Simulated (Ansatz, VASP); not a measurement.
**Cross-check of Ti (Titanium) between VASP and Ansatz**

Wanted: the spread between two codes on one cell, functional and k mesh. The structure shown comes from an earlier Ansatz run, which isn't shown and may have moved the atoms alone.

Calculated with Ansatz 0.2.0; plane waves, with VASP 6.6.1 beside it; elastic constants at LDA.

### Step 1. The starting structure

It takes space group P6_3/mmc (No. 194, hexagonal). Conventional cell: a = 2.865 Å, b = 2.865 Å, c = 4.546 Å, α = 90.00°, β = 90.00°, γ = 120.00°. Ti has 12 Ti at 2.81 to 2.86 Å nearest.

### Step 2. Ansatz: elastic constants, LDA

Ansatz runs on its default PAW (the set named soft_2) files.

Elastic constants are differences of stresses under small strains, so they test the stress and the mesh.

Input file input.yaml:

```yaml
crystal:
  lattice:
    - [2.8647306122, 0.0, 0.0]
    - [-1.4323653061, 2.4809294852, 0.0]
    - [0.0, 0.0, 4.5459598709]
  atoms:
    - { symbol: Ti, position: [0.3333333333, 0.6666666667, 0.25] }
    - { symbol: Ti, position: [0.6666666667, 0.3333333333, 0.75] }
kpoints:
  mp_grid: { grid: [21, 21, 12] }
hamiltonian:
  xc: lda
scf:
  occupations: { method: fermi_dirac, width: 0.15 }
output:
  forces: true
  stress: true
  eigenvalues: true
elastic:
  mode: relaxed_ion
  amplitude: 0.01
```

The run is started by

```sh
ansatz run input.yaml --threads 8 --pin off --max-ram 14336MiB --backend cpu --events-out ev --progress --plain --runs-dir out
```

Numbers of over 12 decimals in the logs are rounded to 6 here.

Log:

```text
band count auto-derived: 18 (N_el = 24.0; filled up to band 12; 16 by the electrons, moments and atoms)
Engine: ansatz 0.2.0, aarch64-unknown-linux-gnu
Pseudopotentials: kind: paw
Pseudopotential: Ti, paw, valence charge 12, recommended cutoff 420 eV (normal), Ti.paw.azcp
Functional definition: SPW92
  exchange = slater_x
  correlation = pw_c
Crystal: 2 atoms, lattice volume = 32.309 Å³
Basis set: ecut = 420 eV, 615 PW (Γ)
Bands: 18, of which v1, the nominal top of the filled ones, is band 12 counted from 1 (11 counted from 0)
Symmetry: 24 space group operations
Space group: P63/mmc (ITA 194), of the structure as read, at distance tolerance 3.2e-5 Å
k-points: 336 of 5292
Non-local potential: Ti, projectors of the file, l = 0: 3, l = 1: 2, l = 2: 3, l = 3: 1
PAW form: soft (Blöchl's): semilocal exchange-correlation on the pseudo side does not see the compensation charge
PAW frozen core: Ti, regenerated for the run's functional, and the local potential with it (the file was generated under x = pbe(κ = 0.804, μ = 0.219515), c = pbe(β = 0.066725))
PAW one-centre angular grid: Ti, 590 points (default); XC on 64 Gauss nodes
Initial density: superposition of atomic densities (neutral atoms: chi_scale 0, normalization atom), corrected by the library's trained network
Initial wavefunctions: pseudopotential atomic-orbital guess
Functional: x = slater, c = lda
SCF iter   1: F=—  HF=-4900.686620 eV  |F-HF|=—  |Δ(HF+E_count)|=         —  Δρ=5.76e-3  dr2=4.31e-3  ethr=1.77e-3  ⟨swp⟩=4.2  Hψ=25312  notcnv=0
preconditioner: auto → none  [metal: Δε(μ)=0.005 eV  Ē_g=3.650 eV  σ=0.150 eV  W_gap=0.01  n_scr=8 (ndim 8)  ℏωp=18.5 eV  f_vac=0.000  D(μ)=2.26/eV (n_scr^D=22)  sad-step TF]
SCF iter   2: F=—  HF=-4900.685601 eV  |F-HF|=—  |Δ(HF+E_count)|=   1.02e-3  Δρ=2.96e-3  dr2=1.09e-3  ethr=1.80e-5  ⟨swp⟩=1.0  Hψ=8736  notcnv=0
SCF iter   3: F=—  HF=-4900.685597 eV  |F-HF|=—  |Δ(HF+E_count)|=   4.03e-6  Δρ=3.91e-4  dr2=2.24e-5  ethr=4.53e-6  ⟨swp⟩=2.0  Hψ=7301  notcnv=0
SCF iter   4: F=—  HF=-4900.685597 eV  |F-HF|=—  |Δ(HF+E_count)|=   2.59e-7  Δρ=4.94e-5  dr2=6.73e-7  ethr=9.32e-8  ⟨swp⟩=3.0  Hψ=11847  notcnv=0
SCF iter   5: F=—  HF=-4900.685596 eV  |F-HF|=—  |Δ(HF+E_count)|=   1.37e-6  Δρ=8.05e-6  dr2=1.43e-8  ethr=2.81e-9  ⟨swp⟩=2.4  Hψ=10157  notcnv=0
SCF iter   6: F=—  HF=-4900.685596 eV  |F-HF|=—  |Δ(HF+E_count)|=   4.30e-9  Δρ=1.05e-6  dr2=2.50e-10  ethr=5.94e-11  ⟨swp⟩=2.8  Hψ=10450  notcnv=0
SCF iter   7: F=—  HF=-4900.685596 eV  |F-HF|=—  |Δ(HF+E_count)|=  3.64e-12  Δρ=9.22e-8  dr2=1.55e-12  ethr=1.04e-12  ⟨swp⟩=2.2  Hψ=8188  notcnv=0
SCF iter   8: F=-4900.685596 eV  HF=-4900.685596 eV  |F-HF|=9.09e-13  |Δ(HF+E_count)|=  9.09e-13  Δρ=8.30e-9  dr2=8.98e-15  ethr=1.00e-12  ⟨swp⟩=4.0  Hψ=17751  notcnv=0
SCF 1 converged in 8 iterations: F = -4900.685596 eV  dr2 = 8.98e-15
  greatest PAW one-centre occupation: 0.999 electrons in one spin orbital (limit 2), on the Ti atom at site 1 (counted from 0), in its partial waves of l = 0
Crystal: 2 atoms, lattice volume = 31.663 Å³
Basis set: ecut = 420 eV, 611 PW (Γ)
Symmetry: 8 space group operations
k-points: 847 of 5292
Initial density: handed on by an earlier stage of this run
Initial wavefunctions: pseudopotential atomic-orbital guess (no wavefunctions were taken with the density)
iter 1 solved again at ethr=1.98e-3 eV; its pass at ethr=3.10e-3 eV (dr2=4.75e-1 eV) is discarded
SCF iter   1: F=—  HF=-4900.857114 eV  |F-HF|=—  |Δ(HF+E_count)|=         —  Δρ=5.00e-2  dr2=4.75e-1  ethr=1.98e-3  ⟨swp⟩=1.0  Hψ=85748  notcnv=0
preconditioner: auto → none  [metal: Δε(μ)=0.002 eV  Ē_g=3.913 eV  σ=0.150 eV  W_gap=0.00  n_scr=8 (ndim 8)  ℏωp=18.7 eV  f_vac=0.000  D(μ)=2.01/eV (n_scr^D=22)]
[...]
SCF 36 converged in 7 iterations: F = -4900.684390 eV  dr2 = 1.09e-14
relax step   2: F+E_penalty+E_count = -4900.68439016 eV  Δ(F+E_penalty+E_count) = -2.209e-7 eV  max|allowed force component| = 4.122e-4 eV/Å  Δτ_max = 0.0002 Å  (7 SCF iters, accepted)
[...]
SCF 37 converged in 6 iterations: F = -4900.684390 eV  dr2 = 1.01e-14
relax step   3: F+E_penalty+E_count = -4900.68439026 eV  Δ(F+E_penalty+E_count) = -1.038e-7 eV  max|allowed force component| = 4.069e-5 eV/Å  Δτ_max = 0.0003 Å  (6 SCF iters, accepted)
[...]
SCF iter   1: F=—  HF=-4900.684390 eV  |F-HF|=—  |Δ(HF+E_count)|=         —  Δρ=9.60e-9  dr2=1.01e-14  ethr=1.00e-12  ⟨swp⟩=1.0  Hψ=114408  notcnv=0
iter 2 did not close the SCF: its close was put off for the readings that it lacked (scf_convergence_deferred on its scf_iter line)
SCF iter   2: F=-4900.684390 eV  HF=-4900.684390 eV  |F-HF|=0.00e0  |Δ(HF+E_count)|=    0.00e0  Δρ=3.81e-9  dr2=1.97e-15  ethr=4.17e-16 (applied; sched 1.00e-12)  ⟨swp⟩=2.0  Hψ=39400  notcnv=0
iter 3 did not close the SCF: its close was put off for the readings that it lacked (scf_convergence_deferred on its scf_iter line)
SCF iter   3: F=-4900.684390 eV  HF=-4900.684390 eV  |F-HF|=9.09e-13  |Δ(HF+E_count)|=  9.09e-13  Δρ=1.67e-9  dr2=2.39e-15  ethr=4.17e-16 (applied; sched 1.00e-12)  ⟨swp⟩=1.0  Hψ=25146  notcnv=0
iter 4 did not close the SCF: its close was put off for the readings that it lacked (scf_convergence_deferred on its scf_iter line)
SCF iter   4: F=-4900.684390 eV  HF=-4900.684390 eV  |F-HF|=0.00e0  |Δ(HF+E_count)|=  9.09e-13  Δρ=5.21e-10  dr2=4.32e-17  ethr=4.17e-16 (applied; sched 1.00e-12)  ⟨swp⟩=1.0  Hψ=25146  notcnv=0
iter 5 did not close the SCF: its close was put off for the readings that it lacked (scf_convergence_deferred on its scf_iter line)
SCF iter   5: F=-4900.684390 eV  HF=-4900.684390 eV  |F-HF|=0.00e0  |Δ(HF+E_count)|=    0.00e0  Δρ=8.39e-11  dr2=3.53e-18  ethr=4.17e-16 (applied; sched 1.00e-12)  ⟨swp⟩=1.0  Hψ=25146  notcnv=0
SCF iter   6: F=-4900.684390 eV  HF=-4900.684390 eV  |F-HF|=1.82e-12  |Δ(HF+E_count)|=  1.82e-12  Δρ=2.25e-11  dr2=2.40e-19  ethr=1.00e-12  ⟨swp⟩=1.0  Hψ=55880  notcnv=0
SCF 38 converged in 6 iterations: F = -4900.684390 eV  dr2 = 2.40e-19
SCF converged after 8 iterations
Free energy (F): -4900.685596 eV
Harris-Foulkes:  -4900.685596 eV  (|F-HF|=9.09e-13)
Internal energy: -4900.506582 eV  (E = F + TS)
E sigma→0 (E₀):  -4900.596089 eV
Entropy (-TS):   -0.179013 eV (-89.507 meV/atom)
Fermi energy:    14.189383 eV
--- Per-component energies (eV) ---
  E_band       = -286.694269
  E_kinetic    = 548.258736
  E_local      = -1554.117748  (includes V_loc(G=0)·N_el)
  E_nonlocal   = 24.586748
  E_hartree    = 641.705336
  E_xc         = -194.268940
  E_vxc        = -244.520688  (∫ρ·V_xc dr)
  E_paw        = -1998.578920  (= ΣΔE_a)
  E_vpaw       = -344.312198  (= ΣTr[D̂ρ^β])
  E_aug_tail   = 0.000206  (compensation charges beyond the density's cutoff)
  E_ewald      = -2368.743901
  E_core_change = 0.651901  (= ΣΔE_core)
  E_smearing   = -0.179013  (= −TS)
  E_closure    = -0.000000  (closes the sum)
  Σ components = -4900.685596   (vs F -4900.685596, Δ=0.00e0)
--- Forces (eV/Å), atoms counted from 1 ---
  atom   1  Ti     0.00000000     0.00000000     0.00000000
  atom   2  Ti    -0.00000000    -0.00000000     0.00000000
  max |Σ_I F_I| component: 5.55e-17 eV/Å
--- Stress (GPa, compression-positive) ---
        0.001043       0.000000       0.000000
       -0.000000       0.001043       0.000000
        0.000000       0.000000       0.004647
  P = ⅓ Tr σ = 0.0022 GPa (0.022 kbar)
--- Band table (eV; the first three rows and the last of 336) ---
  k-point 0: bands = [... 8 lower, 7.9740, 11.3859, 15.0259, 15.0259, 15.1670, 15.3077, 15.5783, 15.5783, ... 2 higher]
  k-point 1: bands = [... 8 lower, 8.0370, 11.3676, 14.9925, 14.9925, 15.1313, 15.1859, 15.5421, 15.5421, ... 2 higher]
  k-point 2: bands = [... 8 lower, 8.2232, 11.2978, 14.8866, 14.9234, 14.9234, 15.0283, 15.4440, 15.4440, ... 2 higher]
  k-point 335: bands = [... 8 lower, 12.9165, 12.9165, 13.0534, 13.0534, 14.0857, 14.0857, 16.0181, 16.0181, ... 2 higher]
--- Elastic constants: 3 strain directions × 4 members + reference (group order 24) ---
  dense FFT box of the reference and of every strained cell: 20×20×32
  strains applied: 11, 33, 23; error gains: componentwise 1.00 (the most a stress slope's error grows in a printed constant), spectral 1.41 (1 for all six strains in a standard setting)
  C = ∂σ_k/∂η_j (tension-positive GPa; Voigt order 11 22 33 23 13 12):
       152.891    124.805     92.206      0.000      0.000     -0.000
       124.805    152.891     92.206      0.000      0.000     -0.000
        92.212     92.212    198.335      0.000      0.000     -0.000
         0.000      0.000      0.000     29.938     -0.000      0.000
         0.000      0.000      0.000      0.000     29.938      0.000
         0.000     -0.000      0.000      0.000      0.000     14.043
  reference stress σ⁰ (GPa):     -0.001     -0.001     -0.005     -0.000     -0.000      0.000
  C* (energy form; C + prestress term) asymmetry max|C*_kj − C*_jk| = 2.489e-3 GPa — a small one proves nothing (zero by symmetry where the batch's group is 432, −43m or m−3m); a large one is finite-difference/SCF noise where every solve meets its electron count
  moduli (Voigt/Reuss/Hill, GPa): K = 124.73/124.61/124.67   G = 27.78/21.85/24.81   E = 69.80   ν = 0.407
  mechanically stable: yes (min eigenvalue of sym C = 14.04 GPa)
  harmonic check of the ions' relaxations: strain 23: 1 pair too noisy to judge
  the stresses are not corrected for the forces that the relaxations left standing (`elastic.f_tol`)
  strain η (Voigt 11):  stress-route row diagonal C_11 = 152.89 GPa, energy-path curvature d²(F+E_count+ΔE)/dδ²/Ω₀ = 152.89 GPa
    cells at ±δ against ±2δ: C21 124.55 and 123.79 GPa, apart by 0.50 % of the column's largest entry
         δ    σ_11 (GPa)             F (eV)   n_scf  n_hpsi   n_pw
    -2.000e-2      -3.1932       -4900.6792389       6  183707    640   relax 4 steps, max|allowed force component| 2.61e-5 eV/Å
    -1.000e-2      -1.5662       -4900.6840281       6  183522    640   relax 3 steps, max|allowed force component| 1.76e-5 eV/Å
     1.000e-2       1.4890       -4900.6840810       6  183523    657   relax 3 steps, max|allowed force component| 4.26e-5 eV/Å
     2.000e-2       2.9020       -4900.6796382       6  183542    669   relax 4 steps, max|allowed force component| 1.45e-7 eV/Å
  strain η (Voigt 33):  stress-route row diagonal C_33 = 198.33 GPa, energy-path curvature d²(F+E_count+ΔE)/dδ²/Ω₀ = 198.35 GPa
    cells at ±δ against ±2δ: C13 92.29 and 92.54 GPa, apart by 0.12 % of the column's largest entry
         δ    σ_33 (GPa)             F (eV)   n_scf  n_hpsi   n_pw
    -2.000e-2      -4.1686       -4900.6773131       7  102273    638   relax 0 steps, max|allowed force component| 1.94e-16 eV/Å
    -1.000e-2      -2.0379       -4900.6835531       5   98306    640   relax 0 steps, max|allowed force component| 9.25e-17 eV/Å
     1.000e-2       1.9281       -4900.6836387       5   97790    655   relax 0 steps, max|allowed force component| 1.76e-16 eV/Å
     2.000e-2       3.7588       -4900.6778858       6   90921    662   relax 0 steps, max|allowed force component| 1.39e-16 eV/Å
  strain η (Voigt 23):  stress-route row diagonal C_44 = 29.94 GPa, energy-path curvature d²(F+E_count+ΔE)/dδ²/Ω₀ = 29.94 GPa
    cells at ±δ against ±2δ: C44 29.90 and 29.80 GPa, apart by 0.35 % of the column's largest entry
         δ    σ_23 (GPa)             F (eV)   n_scf  n_hpsi   n_pw
    -2.000e-2      -0.5960       -4900.6843903       6  303535    647   relax 3 steps, max|allowed force component| 4.07e-5 eV/Å
    -1.000e-2      -0.2990       -4900.6852935       6  303211    648   relax 2 steps, max|allowed force component| 4.37e-6 eV/Å
     1.000e-2       0.2990       -4900.6852935       6  303166    648   relax 3 steps, max|allowed force component| 4.08e-6 eV/Å
     2.000e-2       0.5960       -4900.6843903       6  303530    647   relax 3 steps, max|allowed force component| 4.07e-5 eV/Å
```

Reading the cycles: dr2 is the Hartree energy of the density residual (eV), the measure of convergence; HF is the Harris–Foulkes estimate of the energy, which meets the free energy F at convergence.

(Part 1 of 2 ends here.)

[Lines on the potential files, build, host, timing and source positions are cut from VASP's logs without a mark.]

[Logs are printed without paths, hosts, clocks, repeated set-up lines and the standing remarks that a program may print on its own settings, such as how far it seeks lower states.]

[Hosts, paths, dates, database ids (printed as entryN), source tags and the programs' standing remarks are cut or masked in the printed files.]
